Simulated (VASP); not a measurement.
The cell holds one Pd (fcc) (111) slab, with vacuum along c, ions free to move until forces fall under 0.03 eV/Å, no reconstruction beyond this cell, dipole correction on.

Data:

```
Pd
1.0
    2.73962     0.00000     0.00000
   -1.36981     2.37258     0.00000
    0.00000     0.00000    26.12435
Pd
5
Direct
  0.66667   0.33333   0.32874
  0.33333   0.66667   0.41457
  0.00000   0.00000   0.50000
  0.66667   0.33333   0.58543
  0.33333   0.66667   0.67126
```

Calculation: PBEsol GGA, VASP's PBE PAW potentials (set 64) (plane waves; VASP). Numerical set-up: 400 eV cut-off, 12×12×1 Γ-centred mesh, first-order Methfessel-Paxton smearing of 0.10 eV, potentials Pd.

Slab and bulk use different k-meshes, so the surface energy is good to a few per cent at best.

Question: Predict its surface energy, work function, band gap (on the k-mesh).

Answer: 
| Property | Result |
|---|---|
| surface energy | 1.71 J/m² |
| work function | 5.39 eV |
| band gap (on the k-mesh) | none (metal, semimetal or under 0.01 eV) |

Measured: work function 5.67 eV (computed value off by -0.28 eV), as given by Abhirup Patra et al., Proceedings of the National Academy of Sciences (2017), arXiv:1702.08515.

The cell is a thin slab with vacuum, built from Pd (fcc): (111) face.
